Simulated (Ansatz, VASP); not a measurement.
# Cross-check of CeO2 between VASP and Ansatz, part 2 of 2

Wanted: the spread between two codes on one cell, functional and k mesh. The cell is taken from a series of VASP runs on this material, whose earlier steps may have relaxed, scaled or displaced it; both programs get it as it stands.

VASP 6.6.1 and Ansatz 0.2.0.

So far: The structure; VASP: relaxation of cell and atoms, LDA.

In doubt: the elements are of a kind flagged for part-filled d or f shells, though by formal charges that shell is empty here, so the flag may not apply; the elements are of a kind flagged for part-filled d or f shells, though by formal charges that shell is empty here, so the flag may not apply.

## 3. Ansatz: relaxation of cell and atoms, LDA

Level of this step: Ansatz beside VASP: Kohn-Sham DFT, plane waves, LDA (Ansatz).

Ansatz runs on its default PAW (the set named soft_2) files.

The same cell, functional (in two slightly different forms), mesh and smearing now go to Ansatz, which takes its cutoff from its data sets.

input.yaml reads:

```yaml
crystal:
  lattice:
    - [0.0, 2.6810669089, 2.6810669089]
    - [2.6810669089, 0.0, 2.6810669089]
    - [2.6810669089, 2.6810669089, 0.0]
  atoms:
    - { symbol: Ce, position: [0.0, 0.0, 0.0] }
    - { symbol: O, position: [0.75, 0.75, 0.75] }
    - { symbol: O, position: [0.25, 0.25, 0.25] }
hamiltonian:
  xc: lda
  pseudopotentials: { kind: paw }
magnetization:
  spin_polarized: true
kpoints:
  mp_grid: { grid: [8, 8, 8] }
scf:
  occupations: { method: gaussian, width: 0.03 }
relax:
  f_tol: 0.01
  max_steps: 60
  cell: { stress_tol: 0.05 }
output:
  forces: true
  stress: true
```

Command:

```
$ ansatz run input.yaml --threads 4 --pin off --max-ram 9216MiB --backend cpu --events-out ev --progress --plain --runs-dir out
```

Numbers of over 12 decimals in the logs are rounded to 6 here.

Output:

```text
band count auto-derived: 22 (N_el = 24.0; filled up to band 12; 17 by the electrons, moments and atoms)
Engine: ansatz 0.2.0, x86_64-unknown-linux-gnu
Pseudopotentials: kind: paw
Pseudopotential: Ce, paw, valence charge 12, recommended cutoff 420 eV (normal), Ce.paw.azcp
Pseudopotential: O, paw, valence charge 6, recommended cutoff 420 eV (normal), O.paw.azcp
Functional definition: SPW92
  exchange = slater_x
  correlation = pw_c
Crystal: 3 atoms, lattice volume = 38.544 Å³
Basis set: ecut = 420 eV, 749 PW (Γ)
Bands: 22, of which v1, the nominal top of the filled ones, is band 12 counted from 1 (11 counted from 0)
Symmetry: 48 space group operations
Space group: Fm-3m (ITA 225), of the structure as read, at distance tolerance 3.4e-5 Å
k-points: 29 of 512
Non-local potential: Ce, projectors of the file, l = 0: 3, l = 1: 2, l = 2: 2, l = 3: 3
Non-local potential: O, projectors of the file, l = 0: 2, l = 1: 2, l = 2: 1
PAW form: soft (Blöchl's): semilocal exchange-correlation on the pseudo side does not see the compensation charge
PAW frozen core: Ce, regenerated for the run's functional, and the local potential with it (the file was generated under x = pbe(κ = 0.804, μ = 0.219515), c = pbe(β = 0.066725))
PAW frozen core: O, regenerated for the run's functional, and the local potential with it (the file was generated under x = pbe(κ = 0.804, μ = 0.219515), c = pbe(β = 0.066725))
PAW one-centre angular grid: Ce, 590 points (default); XC on 64 Gauss nodes
PAW one-centre angular grid: O, 110 points (default); XC on 64 Gauss nodes
Initial density: superposition of atomic densities (chi_scale 0.1, normalization cell, long waves kept (reshape's long-wave potential 0.00 eV rms))
Starting moments: Σ|m| = 2 μB in the open shells of 1 of 3 sites, parallel; the input types none
Initial wavefunctions: pseudopotential atomic-orbital guess
Functional: x = slater, c = lda
SCF iter   1: F=—  HF=-7515.249816 eV  |F-HF|=—  |Δ(HF+E_count)|=         —  Δρ=1.03e-1 (↑1.03e-1 ↓9.33e-2)  dr2=4.78e0  dr2_m=7.84e-1  M=0.000 μB ∫|m|=0.139 μB  β_m=0.30  ethr=3.10e-3  ⟨swp⟩=6.0  Hψ=5598  notcnv=0
preconditioner: auto → none  [insulator: Δε(μ)=2.847 eV  Ē_g=12.758 eV  σ=0.030 eV  W_gap=1.00  n_scr=14 (ndim 8)  ℏωp=28.1 eV  f_vac=0.002  D(μ)=0.00/eV (n_scr^D=0)  ε∞_Penn≈5.8]
SCF iter   2: F=—  HF=-7514.142011 eV  |F-HF|=—  |Δ(HF+E_count)|=    1.11e0  Δρ=6.49e-2 (↑6.10e-2 ↓6.49e-2)  dr2=1.19e0  dr2_m=3.82e-1  M=0.000 μB ∫|m|=0.116 μB  β_m=0.45  ethr=3.10e-3  ⟨swp⟩=3.6  Hψ=3476  notcnv=0  defer=152
SCF iter   3: F=—  HF=-7513.739050 eV  |F-HF|=—  |Δ(HF+E_count)|=   4.03e-1  Δρ=2.52e-2 (↑2.36e-2 ↓2.52e-2)  dr2=3.39e-1  dr2_m=5.44e-2  M=0.000 μB ∫|m|=0.065 μB  β_m=0.44  ethr=3.10e-3  ⟨swp⟩=3.0  Hψ=2710  notcnv=0  defer=152
SCF iter   4: F=—  HF=-7513.664417 eV  |F-HF|=—  |Δ(HF+E_count)|=   7.46e-2  Δρ=8.07e-3 (↑4.12e-3 ↓8.07e-3)  dr2=2.07e-2  dr2_m=4.53e-3  M=0.000 μB ∫|m|=0.038 μB  β_m=0.54  ethr=1.41e-3  ⟨swp⟩=2.9  Hψ=2502  notcnv=0  defer=162
SCF iter   5: F=—  HF=-7513.672645 eV  |F-HF|=—  |Δ(HF+E_count)|=   8.23e-3  Δρ=1.65e-3 (↑1.12e-3 ↓1.65e-3)  dr2=4.05e-4  dr2_m=3.96e-4  M=0.000 μB ∫|m|=0.018 μB  β_m=0.72  ethr=8.61e-5  ⟨swp⟩=3.0  Hψ=2848  notcnv=0  defer=170
SCF iter   6: F=—  HF=-7513.674241 eV  |F-HF|=—  |Δ(HF+E_count)|=   1.60e-3  Δρ=7.25e-4 (↑3.55e-4 ↓7.25e-4)  dr2=3.47e-4  dr2_m=3.56e-5  M=0.000 μB ∫|m|=0.006 μB  β_m=0.86  ethr=1.69e-6  ⟨swp⟩=2.1  Hψ=2387  notcnv=0  defer=170
SCF iter   7: F=—  HF=-7513.674702 eV  |F-HF|=—  |Δ(HF+E_count)|=   4.61e-4  Δρ=1.94e-4 (↑5.02e-5 ↓1.94e-4)  dr2=1.64e-5  dr2_m=2.58e-6  M=0.000 μB ∫|m|=0.001 μB  β_m=0.93  ethr=1.45e-6  ⟨swp⟩=2.1  Hψ=2387  notcnv=0  defer=170
SCF iter   8: F=—  HF=-7513.674776 eV  |F-HF|=—  |Δ(HF+E_count)|=   7.44e-5  Δρ=4.79e-5 (↑4.79e-5 ↓4.21e-5)  dr2=3.46e-6  dr2_m=1.85e-8  M=0.000 μB ∫|m|=0.000 μB  β_m=0.96  ethr=6.85e-8  ⟨swp⟩=2.0  Hψ=2378  notcnv=0  defer=170
SCF iter   9: F=—  HF=-7513.674781 eV  |F-HF|=—  |Δ(HF+E_count)|=   4.87e-6  Δρ=1.62e-5 (↑1.62e-5 ↓1.00e-5)  dr2=2.93e-7  dr2_m=3.62e-9  M=0.000 μB ∫|m|=0.000 μB  β_m=0.98  ethr=1.44e-8  ⟨swp⟩=2.0  Hψ=1970  notcnv=0  defer=170
SCF iter  10: F=—  HF=-7513.674781 eV  |F-HF|=—  |Δ(HF+E_count)|=   3.96e-7  Δρ=3.18e-6 (↑3.06e-6 ↓3.18e-6)  dr2=1.61e-8  dr2_m=1.25e-11  M=0.000 μB ∫|m|=0.000 μB  β_m=0.99  ethr=1.22e-9  ⟨swp⟩=2.0  Hψ=1972  notcnv=0  defer=170
SCF iter  11: F=-7513.674781 eV  HF=-7513.674781 eV  |F-HF|=1.36e-9  |Δ(HF+E_count)|=   1.41e-8  Δρ=8.94e-7 (↑8.94e-7 ↓8.78e-7)  dr2=1.39e-9  dr2_m=2.08e-13  M=0.000 μB ∫|m|=0.000 μB  ethr=6.72e-11  ⟨swp⟩=1.1  Hψ=3486  notcnv=0
SCF 1 converged in 11 iterations: F = -7513.674781 eV  dr2 = 1.39e-9
  greatest PAW one-centre occupation: 0.990 electrons in one spin orbital (limit 2), on the Ce atom at site 0 (counted from 0), in its partial waves of l = 0
WARN: the input gives no starting moments: this run first made a single point of its starting geometry. This run's own SCFs start from that state's density, with no starting moments from it. Of the state that the single point found these notices stand: seeded_moment_not_kept.
Initial density: read from a saved state, or passed on in memory by an earlier SCF of this step, an earlier step, the calling program or the single point that the run made first
Stability of the state it starts from, as read at its close in the collinear treatment: not read negative (a value of 1 − χ₀K of 0.51, by a stability probe under the symmetry group of the SCF that read it); nothing settles its magnetic order
iter 1 solved again at ethr=3.47e-8 eV; its pass at ethr=3.10e-3 eV (dr2=8.34e-6 eV) is discarded
SCF iter   1: F=—  HF=-7513.674781 eV  |F-HF|=—  |Δ(HF+E_count)|=         —  Δρ=1.14e-6 (↑1.14e-6 ↓1.14e-6)  dr2=2.01e-9  dr2_m=1.84e-13  M=0.000 μB ∫|m|=0.000 μB  β_m=0.30  ethr=3.47e-8  ⟨swp⟩=4.1  Hψ=9916  notcnv=0
preconditioner: auto → none  [insulator: Δε(μ)=2.024 eV  Ē_g=11.885 eV  σ=0.030 eV  W_gap=1.00  n_scr=14 (ndim 8)  ℏωp=28.1 eV  f_vac=0.033  D(μ)=0.00/eV (n_scr^D=0)  ε∞_Penn≈6.6]
SCF iter   2: F=-7513.674781 eV  HF=-7513.674781 eV  |F-HF|=4.68e-9  |Δ(HF+E_count)|=   5.04e-8  Δρ=1.71e-6 (↑1.70e-6 ↓1.71e-6)  dr2=4.84e-9  dr2_m=1.12e-13  M=0.000 μB ∫|m|=0.000 μB  ethr=8.39e-12  ⟨swp⟩=4.4  Hψ=3554  notcnv=0
SCF 2 converged in 2 iterations: F = -7513.674781 eV  dr2 = 4.84e-9
relax step   1: F+E_penalty+E_count = -7513.67478138 eV  Δ(F+E_penalty+E_count) = +0.000e0 eV  max|allowed force component| = 1.542e-17 eV/Å  Δτ_max = 0.0000 Å  P = -0.402 GPa  Ω = 38.544 Å³  (2 SCF iters, dr2 threshold 1.00e-7 eV, accepted)
[...]
relax step   2: F+E_penalty+E_count = -7513.67551119 eV  Δ(F+E_penalty+E_count) = -7.298e-4 eV  max|allowed force component| = 1.079e-16 eV/Å  Δτ_max = 0.0000 Å  P = +0.296 GPa  Ω = 38.418 Å³  energy of the carried Pulay correction = +6.878e-4 eV  (4 SCF iters, dr2 threshold 3.00e-7 eV, accepted)
[...]
relax step   3: F+E_penalty+E_count = -7513.67526921 eV  Δ(F+E_penalty+E_count) = +2.420e-4 eV  max|allowed force component| = 6.168e-17 eV/Å  Δτ_max = 0.0000 Å  P = +0.000 GPa  Ω = 38.471 Å³  energy of the carried Pulay correction = +3.965e-4 eV  (4 SCF iters, dr2 threshold 2.19e-7 eV, accepted)
[...]
relax step   4: F+E_penalty+E_count = -7513.67500218 eV  Δ(F+E_penalty+E_count) = +2.670e-4 eV  max|allowed force component| = 5.474e-17 eV/Å  Δτ_max = 0.0000 Å  P = -0.015 GPa  Ω = 38.471 Å³  stress off target by 1.46e-2 GPa  SCF on the basis re-selected at this cell (its energy is not comparable with the rows above)  (6 SCF iters)
basis re-selected at this cell: Δ(F+E_penalty+E_count) = +2.670e-4 eV, ΔP = -0.015 GPa vs the last step (what re-selecting the basis moved, of the pressure what is left beyond the Pulay correction that the steps carried, after the strain that the cell walked since its last selection, with what the two solves' SCF thresholds leave and, on support functions, any second-order correction that the steps lacked; it is no m [...]
SCF converged after 6 iterations
Magnetization: 0.0000 μB (12.0000 up, 12.0000 down)
Absolute magnetization: 0.0000 μB (∫|ρ↑−ρ↓|, with the PAW one-centre terms)
Spin contamination: 0.0000 ħ² per cell (⟨S²⟩ above its minimum at these occupations)
Per-site moments (μB) at R_I (Å): [(5.072037868435981e-10, 0.957171), (-5.026830301240604e-10, 0.957171), (-5.026830135689085e-10, 0.957171)]
Free energy (F): -7513.675002 eV
Harris-Foulkes:  -7513.675002 eV  (|F-HF|=1.82e-12)
Internal energy: -7513.675002 eV  (E = F + TS)
E sigma→0 (E₀):  -7513.675002 eV
Fermi energy:    12.339889 eV
--- Per-component energies (eV) ---
  E_band       = 34.642364
  E_kinetic    = 739.619277
  E_local      = -902.244486  (includes V_loc(G=0)·N_el)
  E_nonlocal   = 39.717117
  E_hartree    = 319.041014
  E_xc         = -376.057746
  E_vxc        = -445.762265  (∫ρ·V_xc dr)
  E_paw        = -5588.094287  (= ΣΔE_a)
  E_vpaw       = -34.774332  (= ΣTr[D̂ρ^β])
  E_aug_tail   = 0.005030  (compensation charges beyond the density's cutoff)
  E_ewald      = -1746.290114
  E_core_change = 0.629193  (= ΣΔE_core)
  E_smearing   = -0.000000  (= −TS)
  E_closure    = 0.000000  (closes the sum)
  Σ components = -7513.675002   (vs F -7513.675002, Δ=0.00e0)
--- Forces (eV/Å), atoms counted from 1 ---
  atom   1  Ce    -0.00000000     0.00000000     0.00000000
  atom   2  O     -0.00000000    -0.00000000     0.00000000
  atom   3  O      0.00000000     0.00000000    -0.00000000
  max |Σ_I F_I| component: 3.24e-17 eV/Å
--- Stress (GPa, compression-positive) ---
       -0.014632      -0.000000      -0.000000
       -0.000000      -0.014632      -0.000000
       -0.000000      -0.000000      -0.014632
  P = ⅓ Tr σ = -0.0146 GPa (-0.146 kbar)
--- Relaxed structure (3 steps of the walk, 3 accepted, 1 SCFs on fresh bases) ---
  F+E_penalty+E_count = -7513.67500218 eV   max|allowed force component| = 5.474e-17 eV/Å   (the final SCF, on the basis selected at the relaxed cell)
  cell:  # Å, volume = 38.4711 Å³
    - [0, 2.679383, 2.679383]
    - [2.679383, 0, 2.679383]
    - [2.679383, 2.679383, 0]
  atoms:
    - { symbol: Ce, position: [0, 0, 0] }
    - { symbol: O, position: [0.75, 0.75, 0.75] }
    - { symbol: O, position: [0.25, 0.25, 0.25] }
```

Wall time 5.2 s (4 threads of Intel Xeon Platinum 8259CL at 2.50GHz (Skylake/Cascade Lake), shared host); peak memory 0.47 GiB; 16 s of CPU time.

## 4. Side by side

Known differences besides the potentials themselves: the two LDA forms differ slightly; both relaxations stop at a tolerance, which leaves soft axes loose, and VASP keeps its plane-wave basis; the cutoff is 420 eV in Ansatz and 520 eV in VASP; VASP's log shows a relativistic correction to its local exchange, Ansatz's none; Ansatz adds a Pulay correction to the stress that steers its cell, VASP none. Total energies have different zeros and are not compared.

Both answers:

```tsv
quantity	Ansatz	VASP	difference
volume (Å³)	38.47	38.54	-0.19 %
edge a after relaxation, in the typed setting (Å)	3.789	3.792	-0.06 %
```

VASP's last cycles still show a density residual of 1e-02, so its state may not be settled. The walks stopped with -0.01 GPa left in Ansatz and 0.04 GPa in VASP; each walk ends within a tolerance, so the volume difference is uncertain by about these residues over the bulk modulus, most in soft cells.

## 5. Ansatz: relaxation of cell and atoms, r2SCAN with rVV10

The relaxed volume is the usual yardstick between codes: its relative difference is about their pressure difference at one cell divided by the bulk modulus. The cell compared in this pair holds 39.86 Å³, against 38.54 Å³ for the pair before.

The cell is taken from a series of VASP runs on this material, whose earlier steps may have relaxed, scaled or displaced it; both programs get it as it stands.

input.yaml, the sections that differ from step 3:

```yaml
crystal:
  lattice:
    - [0.0, 2.7112252945, 2.7112252945]
    - [2.7112252945, 0.0, 2.7112252945]
    - [2.7112252945, 2.7112252945, 0.0]
  atoms:
    - { symbol: Ce, position: [0.0, 0.0, 0.0] }
    - { symbol: O, position: [0.75, 0.75, 0.75] }
    - { symbol: O, position: [0.25, 0.25, 0.25] }
hamiltonian:
  xc: r2scan
  pseudopotentials: { kind: paw }
  dispersion: rvv10
# magnetization, kpoints, scf, relax, output: as in step 3
```

Output:

```text
[...]
Crystal: 3 atoms, lattice volume = 39.859 Å³
Basis set: ecut = 500 eV, 965 PW (Γ), exchange–correlation on 128×128×128 points (64 copies of the dense FFT grid, shifted against one another)
Bands: 22, of which v1, the nominal top of the filled ones, is band 12 counted from 1 (11 counted from 0)
Symmetry: 48 space group operations
[...]
P = ⅓ Tr σ = -0.0187 GPa (-0.187 kbar)
--- Relaxed structure (1 steps of the walk, 1 accepted, 1 SCFs on fresh bases) ---
[...]
cell:  # Å, volume = 39.8590 Å³
    - [0.0, 2.7112252945, 2.7112252945]
    - [2.7112252945, 0.0, 2.7112252945]
    - [2.7112252945, 2.7112252945, 0.0]
  atoms:
    - { symbol: Ce, position: [0.0, 0.0, 0.0] }
    - { symbol: O, position: [0.75, 0.75, 0.75] }
    - { symbol: O, position: [0.25, 0.25, 0.25] }
[key lines of the parts left out:]
SCF converged after 3 iterations
Magnetization: 0.0000 μB (12.0000 up, 12.0000 down)
Free energy (F): -7730.167699 eV
Fermi energy:    11.934772 eV
```

The job ended after 11 s (4 threads; peak memory 0.62 GiB).

## 6. VASP: relaxation of cell and atoms, r2SCAN with rVV10

The same cell, functional, mesh and smearing now go to VASP, with its own data sets and cutoff.

INCAR reads:

```
SYSTEM = CeO2
PREC = Accurate
ENCUT = 520
EDIFF = 1E-06
NELM = 150
ISMEAR = 0
SIGMA = 0.03
LREAL = .FALSE.
ALGO = Normal
METAGGA = R2SCAN
LUSE_VDW = .TRUE.
IVDW_NL = 2
BPARAM = 11.95
CPARAM = 0.0093
LASPH = .TRUE.
NBANDS = 19
ISPIN = 2
MAGMOM = 0 0 0
LMAXMIX = 6
AMIX = 0.2
BMIX = 1E-04
AMIX_MAG = 0.8
BMIX_MAG = 1E-04
LORBIT = 11
LWAVE = .FALSE.
LCHARG = .FALSE.
KPAR = 4
IBRION = 2
NSW = 50
ISIF = 3
EDIFFG = -0.006
```

POSCAR reads:

```
CeO2
1.0
    0.0000000000      2.7112252945      2.7112252945
    2.7112252945      0.0000000000      2.7112252945
    2.7112252945      2.7112252945      0.0000000000
Ce O
1 2
Direct
    0.0000000000      0.0000000000      0.0000000000
    0.7500000000      0.7500000000      0.7500000000
    0.2500000000      0.2500000000      0.2500000000
```

KPOINTS reads:

```
Automatic mesh
0
Gamma
8 8 8
0 0 0
```

PAW data sets: Ce and O (PBE family, release 64).

Command:

```
$ mpirun -np 4 vasp_std
```

Output:

```text
[banner, memory and clock lines left out]
running    4 mpi-ranks, on    1 nodes
[...]
|                                                                             |
|               ----> ADVICE to this user running VASP <----                  |
|                                                                             |
|     You have switched on vdW-DFT.                                           |
|     This routine was written and supplied by Jiri Klimes. We recommend      |
|     that you carefully read and cite the following publications:            |
|       J. Klimes, D.R. Bowler, A. Michelides                                 |
|          J. Phys.: Cond Matt. 22 022201 (2010)                              |
|       J. Klimes, D.R. Bowler, A. Michelides                                 |
|          Phys. Rev. B. 83, 195131 (2011)                                    |
|     and references therein.                                                 |
|                                                                             |

[...]
Total rVV10 correction in eV:      0.5909654    26.2227450
Total rVV10 correction in eV:      0.5909654    26.2227450
DAV:  11    -0.558673201859E+02   -0.58046E+00   -0.24629E+00  3960   0.107E+01    0.356E+01
Total rVV10 correction in eV:      0.5991394    26.2227450
[...]
DAV:  31    -0.534517885408E+02    0.26907E-06   -0.10041E-06  1535   0.125E-02
Total rVV10 correction in eV:      0.5773419    26.2227451
Total rVV10 correction in eV:      0.5773419    26.2227451
Total rVV10 correction in eV:      0.5773419    26.2227451
Total rVV10 correction in eV:      0.5773419    26.2227451
Total rVV10 correction in eV:      0.5773693    26.2227451
Total rVV10 correction in eV:      0.5773693    26.2227451
Total rVV10 correction in eV:      0.5773693    26.2227451
Total rVV10 correction in eV:      0.5773693    26.2227451
   1 F= -.53451789E+02 E0= -.53451789E+02  d E =-.534518E+02  mag=     0.0000
[... from here on, the cycles between the ionic steps are left out ...]
   2 F= -.53451698E+02 E0= -.53451698E+02  d E =0.901562E-04  mag=     0.0000
   3 F= -.53451794E+02 E0= -.53451794E+02  d E =-.527401E-05  mag=     0.0000
   4 F= -.53451793E+02 E0= -.53451793E+02  d E =-.426665E-05  mag=     0.0000
[...]
reached required accuracy - stopping structural energy minimisation
```

Parts of OUTCAR (step 6):

```text
  Total       -0.0074885     -0.0074885     -0.0074885      0.0000000      0.0000000      0.0000000
  in kB       -0.3011115     -0.3011115     -0.3011115      0.0000000      0.0000000      0.0000000
  external PRESSURE =      -0.3011115 kB  Pullay stress =       0.0000000 kB

 POSITION                                       TOTAL-FORCE (eV/Angst)
 -----------------------------------------------------------------------------------
      0.00000      0.00000      0.00000        -0.000000     -0.000000     -0.000000
      4.06638      4.06638      4.06638        -0.000000     -0.000000     -0.000000
      1.35546      1.35546      1.35546         0.000000      0.000000      0.000000
 -----------------------------------------------------------------------------------
    total drift:                                0.000000     -0.000000      0.000000

  FREE ENERGIE OF THE ION-ELECTRON SYSTEM (eV)
  ---------------------------------------------------
  free  energy   TOTEN  =       -53.4517928074 eV

  energy  without entropy=      -53.4517928074  energy(sigma->0) =      -53.45179281

 magnetization (x)
# of ion       s       p       d       f       tot
--------------------------------------------------
    1        0.000  -0.000   0.000   0.000   0.000
    2        0.000  -0.000   0.000   0.000  -0.000
    3        0.000  -0.000   0.000   0.000  -0.000
--------------------------------------------------
tot          0.000  -0.000   0.000   0.000   0.000

[... 2 parts as in an earlier step ...]

[... 2 further parts left out ...]
[key lines of the parts left out:]
E-fermi :   5.1798
```

## 7. Comparison

What differs besides the data sets and the points named for the pairs above, as far as they apply: VASP keeps PBE cores, Ansatz makes them for the functional; the cutoff is 500 eV in Ansatz and 520 eV in VASP. Total energies have different zeros and are not compared.

Both answers:

```tsv
quantity	Ansatz	VASP	difference
volume (Å³)	39.86	39.85	+0.03 %
edge a after relaxation, in the typed setting (Å)	3.834	3.834	+0.01 %
```

The walks stopped with -0.02 GPa left in Ansatz and -0.03 GPa in VASP; each walk ends within a tolerance, so the volume difference is uncertain by about these residues over the bulk modulus, most in soft cells.

## 8. Outcome

| Property | Result |
| --- | --- |
| difference in volume (relaxation of cell and atoms, LDA) | -0.19 % |
| difference in volume (relaxation of cell and atoms, r2SCAN with rVV10) | 0.034 % |

**Reading.** The difference in volume is -0.19 % (relaxation of cell and atoms, LDA), within the 1.2 % picked in this series as the mark of a large difference, as far as the stopping tolerances let one tell. How closely two codes agree says nothing of how well the functional describes the real material.

[Lines on the potential files, build, host, timing and source positions are cut from VASP's logs without a mark.]

[Logs are printed without paths, hosts, clocks, repeated set-up lines and the standing remarks that a program may print on its own settings, such as how far it seeks lower states.]

[Hosts, paths, dates, database ids (printed as entryN), source tags and the programs' standing remarks are cut or masked in the printed files.]
